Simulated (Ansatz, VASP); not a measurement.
# Cross-check of MoS2 between VASP and Ansatz, part 3 of 3

Wanted: the spread between two codes on one cell, functional and k mesh. Of the first pair: The structure shown is the end of the Ansatz relaxation below.

VASP 6.6.1 and Ansatz 0.2.0.

So far: Set-up; Ansatz: relaxation, PBEsol with D3(BJ); VASP: single point, PBEsol with D3(BJ), relaxed cell, pair 1; Comparison.

## Step 6: VASP: single point, PBEsol with D3(BJ), start cell, pair 2

Level of this step: PBEsol with D3(BJ), no spin polarisation; plane waves and PAW (Mo_sv, S) (VASP).

The same cell, functional, mesh and smearing now go to VASP, with its own data sets.

File INCAR:

```
SYSTEM = MoS2
PREC = Accurate
ENCUT = 400
EDIFF = 1E-06
NELM = 120
ISMEAR = 0
SIGMA = 0.02
LREAL = .FALSE.
ALGO = Normal
GGA = PS
IVDW = 12
NBANDS = 96
LASPH = .TRUE.
LORBIT = 11
LWAVE = .FALSE.
LCHARG = .FALSE.
ISIF = 2
LDIPOL = .TRUE.
IDIPOL = 3
DIPOL = 0.5 0.5 0.272
LVHAR = .TRUE.
GGA_COMPAT = .FALSE.
EFERMI = MIDGAP
NELMDL = -8
KPAR = 4
```

File POSCAR:

```
MoS2
1.0
    3.1600000000      0.0000000000      0.0000000000
   -1.5800000000      2.7366400000      0.0000000000
    0.0000000000      0.0000000000     91.5799550000
Mo S
6 12
Direct
    0.3333333942      0.6666667885      0.1044988502
    0.6666666058      0.3333332115      0.1716531745
    0.3333333942      0.6666667885      0.2388074989
    0.6666666058      0.3333332115      0.3059623692
    0.3333333942      0.6666667885      0.3731166935
    0.6666666058      0.3333332115      0.4402710178
    0.6666666058      0.3333332115      0.0873554808
    0.6666666058      0.3333332115      0.1216422087
    0.3333333942      0.6666667885      0.1545098051
    0.3333333942      0.6666667885      0.1887965330
    0.6666666058      0.3333332115      0.2216641404
    0.6666666058      0.3333332115      0.2559514033
    0.3333333942      0.6666667885      0.2888184647
    0.3333333942      0.6666667885      0.3231057277
    0.6666666058      0.3333332115      0.3559733350
    0.6666666058      0.3333332115      0.3902600629
    0.3333333942      0.6666667885      0.4231276593
    0.3333333942      0.6666667885      0.4574143872
```

File KPOINTS:

```
Automatic mesh
0
Gamma
9 9 1
0 0 0
```

PAW data sets: Mo_sv and S (PBE family, release 64).

On the command line:

```
$ mpirun -np 4 vasp_std
```

Numbers of over 12 decimals in the logs are rounded to 6 here.

The log of the run:

```text
[banner, memory and clock lines left out]
running    4 mpi-ranks, on    1 nodes
[...]
[... a notice as in an earlier step ...]

 [... a notice as in an earlier step ...]

 LDA part: xc-table for (Slater+PW92), standard interpolation
 [... a notice as in an earlier step ...]

 POSCAR, INCAR and KPOINTS ok, starting setup
[...]
entering main loop
       N       E                     dE             d eps       ncg     rms          rms(c)
DAV:   1     0.119892846323E+04    0.11989E+04   -0.73545E+04  2928   0.111E+03
DAV:   2    -0.456741495811E+02   -0.12446E+04   -0.12090E+04  2896   0.304E+02
DAV:   3    -0.145240934880E+03   -0.99567E+02   -0.97672E+02  2672   0.781E+01
DAV:   4    -0.149386115879E+03   -0.41452E+01   -0.41177E+01  3048   0.151E+01
[...]
DAV:  29    -0.140612322864E+03   -0.53764E-05   -0.94184E-08  1568   0.589E-04    0.406E-04
DAV:  30    -0.140612323968E+03   -0.11044E-05    0.86767E-09  1368   0.251E-04    0.340E-04
DAV:  31    -0.140612324513E+03   -0.54507E-06    0.17965E-08  1360   0.149E-04
   1 F= -.14685149E+03 E0= -.14685149E+03  d E =0.000000E+00
```

From OUTCAR (step 6):

```text
 Edisp (eV)   -6.23917

  Total     -12.20082   -12.20082   -11.91539     0.00000     0.00000    -0.00000
  in kB     -24.68280   -24.68279   -24.10536     0.00000     0.00000    -0.00000
  external pressure =      -24.49 kB  Pullay stress =        0.00 kB

 POSITION                                       TOTAL-FORCE (eV/Angst)
 -----------------------------------------------------------------------------------
     -0.00000      1.82443      9.57000        -0.000000      0.000000      0.048916
      1.58000      0.91221     15.71999        -0.000000      0.000000      0.001898
     -0.00000      1.82443     21.86998        -0.000000     -0.000000      0.001126
      1.58000      0.91221     28.02002         0.000000      0.000000     -0.001126
     -0.00000      1.82443     34.17001         0.000000      0.000000     -0.001898
      1.58000      0.91221     40.32000         0.000000     -0.000000     -0.048916
      1.58000      0.91221      8.00001         0.000000     -0.000000      0.414118
      1.58000      0.91221     11.13999         0.000000     -0.000000     -0.310123
     -0.00000      1.82443     14.15000         0.000000     -0.000000      0.333742
     -0.00000      1.82443     17.28998         0.000000      0.000000     -0.330883
      1.58000      0.91221     20.29999        -0.000000      0.000000      0.331882
      1.58000      0.91221     23.44002        -0.000000      0.000000     -0.332454
     -0.00000      1.82443     26.44998         0.000000      0.000000      0.332454
     -0.00000      1.82443     29.59001         0.000000      0.000000     -0.331882
[...]
-----------------------------------------------------------------------------------
    total drift:                               -0.000000      0.000000     -0.000391

  FREE ENERGIE OF THE ION-ELECTRON SYSTEM (eV)
  ---------------------------------------------------
  free  energy   TOTEN  =      -146.8514927427 eV

  energy  without entropy=     -146.8514927427  energy(sigma->0) =     -146.85149274

[... 1 part as in an earlier step ...]

[... 2 further parts left out ...]
[key lines of the parts left out:]
E-fermi :   0.3334
```

The run ends at a pressure of -2.45 GPa, with forces up to 0.41 eV/Å.

## Step 7: Comparison

What differs besides the data sets and the points named for the pairs above, as far as they apply: Ansatz takes its cutoff from its data sets, VASP runs at 400 eV. Total energies have different zeros and are not compared.

Forces on 8 of the 18 atoms, those with the largest forces and the largest differences (eV/Å; atoms numbered as in POSCAR):

| atom | Ansatz x, y, z | VASP x, y, z |
| --- | --- | --- |
| S7 | 0.000, 0.000, 0.418 | 0.000, 0.000, 0.414 |
| S9 | 0.000, 0.000, 0.336 | 0.000, 0.000, 0.334 |
| S11 | 0.000, 0.000, 0.334 | 0.000, 0.000, 0.332 |
| S12 | 0.000, 0.000, -0.334 | 0.000, 0.000, -0.332 |
| S13 | 0.000, 0.000, 0.334 | 0.000, 0.000, 0.332 |
| S15 | 0.000, 0.000, 0.333 | 0.000, 0.000, 0.331 |
| S16 | 0.000, 0.000, -0.336 | 0.000, 0.000, -0.334 |
| S18 | 0.000, 0.000, -0.418 | 0.000, 0.000, -0.414 |

The forces differ by 1.1 meV/Å r.m.s., which is 0.7 % of the r.m.s. force of 0.162 eV/Å (both taken over all components). With vacuum in the cell, a pressure given here is an average over mostly empty space and none of the material.

## Step 8: Results

- difference in gap on the k mesh (single point, PBEsol with D3(BJ), relaxed cell, pair 1): -0.019 eV
- r.m.s. force difference (single point, PBEsol with D3(BJ), start cell, pair 2): 1.1 meV/Å

What this shows: The difference in gap on the k mesh is -0.019 eV (single point, PBEsol with D3(BJ), relaxed cell, pair 1), within the 0.08 eV picked in this series as the mark of a large difference. 1 further run of this series is not shown here. How closely two codes agree says nothing of how well the functional describes the real material.

[Lines on the potential files, build, host, timing and source positions are cut from VASP's logs without a mark.]

[Logs are printed without paths, hosts, clocks, repeated set-up lines and the standing remarks that a program may print on its own settings, such as how far it seeks lower states.]

[Hosts, paths, dates, database ids (printed as entryN), source tags and the programs' standing remarks are cut or masked in the printed files.]
